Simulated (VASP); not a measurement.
Method: PBE GGA, VASP's PBE PAW potentials (set 64) (plane waves; VASP).

A VASP calculation is set up with these files.

File POSCAR:
```
CsSnI3
1
   10.8064440000     0.0000000000     0.0000000000
    0.0000000000     4.8769900000     0.0000000000
    0.0000000000     0.0000000000    18.3185030000
Cs Sn I
4 4 12
Direct
  0.5841500000   0.2500000000   0.1699000000
  0.4158500000   0.7500000000   0.8301000000
  0.9158500000   0.7500000000   0.6699000000
  0.0841500000   0.2500000000   0.3301000000
  0.8413600000   0.2500000000   0.9381000000
  0.1586400000   0.7500000000   0.0619000000
  0.6586400000   0.7500000000   0.4381000000
  0.3413600000   0.2500000000   0.5619000000
  0.5268500000   0.7500000000   0.6156000000
  0.4731500000   0.2500000000   0.3844000000
  0.9731500000   0.2500000000   0.1156000000
  0.0268500000   0.7500000000   0.8844000000
  0.7940100000   0.7500000000   0.2913600000
  0.2059900000   0.2500000000   0.7086400000
  0.7059900000   0.2500000000   0.7913600000
  0.2940100000   0.7500000000   0.2086400000
  0.6661100000   0.7500000000   0.9986300000
  0.3338900000   0.2500000000   0.0013700000
  0.8338900000   0.2500000000   0.4986300000
  0.1661100000   0.7500000000   0.5013700000
```

### KPOINTS
```
kpoints
0
Gamma
 2 3 1
0 0 0
```

**INCAR**
```
SYSTEM  =  CsSnI3
PREC  =  Accurate; ENCUT  =  180; LREAL  =  Auto
LASPH  =  .TRUE.
EDIFF  =  1E-6; NELM  =  100; ALGO  =  Normal
LMAXMIX  =  4
ISMEAR  =  0; SIGMA  =  0.01
GGA  =  PE
ISIF  =  2
LWAVE  =  .FALSE.; LCHARG  =  .FALSE.
```

POTCAR, in this order: Cs_sv Sn_d I (PBE.64 set). Program: vasp_std.

Output

**OUTCAR**
```
 ion  position               nearest neighbor table
   1  0.584  0.250  0.170-
   2  0.416  0.750  0.830-
   3  0.916  0.750  0.670-
   4  0.084  0.250  0.330-
   5  0.841  0.250  0.938-  15 3.06  17 3.28  17 3.28  12 3.31  12 3.31  11 3.55
   6  0.159  0.750  0.062-  16 3.06  18 3.28  18 3.28  11 3.31  11 3.31  12 3.55
   7  0.659  0.750  0.438-  13 3.06  19 3.28  19 3.28  10 3.31  10 3.31   9 3.55
   8  0.341  0.250  0.562-  14 3.06  20 3.28  20 3.28   9 3.31   9 3.31  10 3.55
   9  0.527  0.750  0.616-   8 3.31   8 3.31   7 3.55
  10  0.473  0.250  0.384-   7 3.31   7 3.31   8 3.55
  11  0.973  0.250  0.116-   6 3.31   6 3.31   5 3.55
  12  0.027  0.750  0.884-   5 3.31   5 3.31   6 3.55
  13  0.794  0.750  0.291-   7 3.06
  14  0.206  0.250  0.709-   8 3.06
  15  0.706  0.250  0.791-   5 3.06
  16  0.294  0.750  0.209-   6 3.06
  17  0.666  0.750  0.999-   5 3.28   5 3.28
  18  0.334  0.250  0.001-   6 3.28   6 3.28
  19  0.834  0.250  0.499-   7 3.28   7 3.28
  20  0.166  0.750  0.501-   8 3.28   8 3.28
  LATTYP: Found a simple orthorhombic cell.
 ALAT       =     4.8769900000
 B/A-ratio  =     2.2158019598
 C/A-ratio  =     3.7561083783
 Subroutine PRICEL returns:
 Original cell was already a primitive cell.
 Subroutine GETGRP returns: Found  8 space group operations
The static configuration has the point symmetry S_2 .
 The point group associated with its full space group is D_2h.
The dynamic configuration has the point symmetry S_2 .
 Subroutine INISYM returns: Found  8 space group operations
 Subroutine IBZKPT returns following result:
 Found      4 irreducible k-points:

 Following reciprocal coordinates:
            Coordinates               Weight
  0.000000  0.000000  0.000000      1.000000
  0.500000  0.000000  0.000000      1.000000
  0.000000  0.333333  0.000000      2.000000
...
```

OSZICAR:
```
       N       E                     dE             d eps       ncg     rms          rms(c)
DAV:   1     0.923111857045E+03    0.92311E+03   -0.43444E+04   944   0.651E+02
DAV:   2     0.344346924627E+02   -0.88868E+03   -0.86825E+03  1028   0.203E+02
DAV:   3    -0.537416530092E+02   -0.88176E+02   -0.87678E+02   968   0.705E+01
DAV:   4    -0.559920252418E+02   -0.22504E+01   -0.22446E+01   936   0.129E+01
DAV:   5    -0.560454179264E+02   -0.53393E-01   -0.53377E-01   968   0.194E+00    0.910E+00
DAV:   6    -0.544294271632E+02    0.16160E+01   -0.24367E+00   911   0.493E+00    0.647E+00
DAV:   7    -0.544296862620E+02   -0.25910E-03   -0.19763E+00   960   0.342E+00    0.267E+00
DAV:   8    -0.544301788655E+02   -0.49260E-03   -0.26637E-01   904   0.142E+00    0.142E+00
DAV:   9    -0.544358502115E+02   -0.56713E-02   -0.18052E-02   904   0.335E-01    0.583E-01
DAV:  10    -0.544361143071E+02   -0.26410E-03   -0.99512E-03  1024   0.290E-01    0.136E-01
DAV:  11    -0.544367413184E+02   -0.62701E-03   -0.14335E-03   904   0.905E-02    0.106E-01
DAV:  12    -0.544369397343E+02   -0.19842E-03   -0.28727E-04  1024   0.401E-02    0.403E-02
DAV:  13    -0.544371349857E+02   -0.19525E-03   -0.25787E-04   896   0.384E-02    0.398E-02
DAV:  14    -0.544371387773E+02   -0.37916E-05   -0.87647E-06   816   0.816E-03    0.212E-02
DAV:  15    -0.544371411270E+02   -0.23497E-05   -0.93332E-06   840   0.639E-03    0.680E-03
DAV:  16    -0.544371415637E+02   -0.43677E-06   -0.15080E-06   616   0.292E-03
   1 F= -.54437142E+02 E0= -.54437142E+02  d E =-.507791E-50
```

**OUTCAR**
```
------------------------ aborting loop because EDIFF is reached ----------------------------------------
  FORCE on cell =-STRESS in cart. coord.  units (eV):
  Direction    XX          YY          ZZ          XY          YZ          ZX
  --------------------------------------------------------------------------------------
  Total      -42.7919218    -43.4260094    -43.4920634      0.0000000      0.0000000      0.0000000
  in kB      -71.0146125    -72.0669019    -72.1765207      0.0000000      0.0000000      0.0000000
  external PRESSURE =     -71.7526784 kB  Pullay stress =       0.0000000 kB
  volume of cell :      965.44
      direct lattice vectors                 reciprocal lattice vectors
    10.806444000  0.000000000  0.000000000     0.092537379  0.000000000  0.000000000
     0.000000000  4.876990000  0.000000000     0.000000000  0.205044505  0.000000000
     0.000000000  0.000000000 18.318503000     0.000000000  0.000000000  0.054589614
 POSITION                                       TOTAL-FORCE (eV/Angst)
 -----------------------------------------------------------------------------------
      6.31258      1.21925      3.11231        -0.012121     -0.000000      0.006173
      4.49386      3.65774     15.20619         0.012121      0.000000     -0.006173
      9.89708      3.65774     12.27157         0.012121     -0.000000      0.006173
      0.90936      1.21925      6.04694        -0.012121      0.000000     -0.006173
      9.09211      1.21925     17.18459        -0.042010     -0.000000     -0.066833
      1.71433      3.65774      1.13392         0.042010      0.000000      0.066833
      7.11756      3.65774      8.02534         0.042010     -0.000000     -0.066833
      3.68889      1.21925     10.29317        -0.042010      0.000000      0.066833
      5.69338      3.65774     11.27687        -0.104755     -0.000000     -0.174008
      5.11307      1.21925      7.04163         0.104755     -0.000000      0.174008
     10.51629      1.21925      2.11762         0.104755     -0.000000     -0.174008
      0.29015      3.65774     16.20088        -0.104755     -0.000000      0.174008
      8.58042      3.65774      5.33728        -0.070614      0.000000      0.129819
      2.22602      1.21925     12.98122         0.070614      0.000000     -0.129819
      7.62924      1.21925     14.49653         0.070614     -0.000000      0.129819
      3.17720      3.65774      3.82197        -0.070614     -0.000000     -0.129819
      7.19828      3.65774     18.29341         0.113924     -0.000000     -0.059861
      3.60816      1.21925      0.02510        -0.113924     -0.000000      0.059861
      9.01139      1.21925      9.13416        -0.113924     -0.000000     -0.059861
      1.79506      3.65774      9.18435         0.113924     -0.000000      0.059861
 -----------------------------------------------------------------------------------
    total drift:                                0.000000      0.000000     -0.000000
  FREE ENERGIE OF THE ION-ELECTRON SYSTEM (eV)
  ---------------------------------------------------
  free  energy   TOTEN  =       -54.4371415637 eV

  energy  without entropy=      -54.4371415637  energy(sigma->0) =      -54.43714156
```
(Selected blocks of OUTCAR.)

OUTCAR:
```
 val. band max:        1.4008922311   @ k =   0.0000   0.3333   0.0000

 cond. band min:       3.5443407526   @ k =   0.5000   0.0000   0.0000


 Fermi energy:         1.5055491912

 k-point     1 :       0.0000    0.0000    0.0000
  band No.  band energies     occupation
      1     -19.8054      2.00000
      2     -19.8033      2.00000
      3     -19.7942      2.00000
      4     -19.7894      2.00000
      5     -19.7887      2.00000
      6     -19.7871      2.00000
      7     -19.7856      2.00000
      8     -19.7813      2.00000
      9     -19.7809      2.00000
     10     -19.7787      2.00000
     11     -19.7775      2.00000
     12     -19.7770      2.00000
     13     -19.7763      2.00000
     14     -19.7740      2.00000
     15     -19.7689      2.00000
     16     -19.7686      2.00000
     17     -19.7662      2.00000
     18     -19.7646      2.00000
     19     -19.7615      2.00000
     20     -19.7573      2.00000
     21     -19.3554      2.00000
     22     -19.3552      2.00000
     23     -19.3546      2.00000
     24     -19.3544      2.00000
     25     -10.2544      2.00000
     26     -10.2251      2.00000
     27     -10.0926      2.00000
     28     -10.0255      2.00000
     29      -9.9430      2.00000
     30      -9.9416      2.00000
     31      -9.9273      2.00000
     32      -9.9021      2.00000
     33      -9.8198      2.00000
     34      -9.7870      2.00000
     35      -9.7752      2.00000
     36      -9.7294      2.00000
     37      -6.1653      2.00000
     38      -6.1645      2.00000
     39      -6.1626      2.00000
     40      -6.1549      2.00000
     41      -6.1493      2.00000
     42      -6.1226      2.00000
     43      -6.1178      2.00000
     44      -6.1159      2.00000
     45      -6.1084      2.00000
     46      -6.1069      2.00000
     47      -6.0970      2.00000
     48      -6.0952      2.00000
     49      -4.4489      2.00000
     50      -4.4325      2.00000
     51      -4.4238      2.00000
...
```

At this cut-off the stress carries a Pulay error, which pulls relaxed volumes low. Unless said otherwise, spin-orbit coupling is left out, though it shifts the bands of the heavy elements here.

The structure comes from a computed database's CsSnI3 entry; how it stands against other phases isn't given here. The cell was not relaxed at this level, and its volume differs by +9.3 % from the start's. The k-mesh is coarse (spacing up to 0.43 per Å, 2π included), so the numbers may not be converged in it. The run is one of a series of settings (ENCUT = 180 against the base run), some of them coarse on purpose.
